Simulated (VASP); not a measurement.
Energy against volume of Ta (bcc). Calculation: revTPSS meta-GGA, VASP's PBE PAW potentials (set 64) (plane waves; VASP). Numerical set-up: 520 eV cut-off, 16×16×16 Γ-centred mesh, first-order Methfessel-Paxton smearing of 0.10 eV, potentials Ta_pv.

```tsv
V (Å³/atom)	E (eV/atom)
17.234	25.57859
17.767	25.56726
18.300	25.57688
18.833	25.60483
```

Task: Fit these four points and predict the energy of the run at 16.701 Å³/atom.

Result: A cubic in V^(−2/3), the third-order Birch-Murnaghan form, passes through the four points with V0 = 17.78 Å³/atom and B0 = 209 GPa, and gives 25.6139 eV/atom there. The run gave 25.6134 eV/atom, -0.5 meV/atom from the fit; all five points give B0 = 208 GPa.

The compound is Ta in the bcc structure. It was relaxed first.
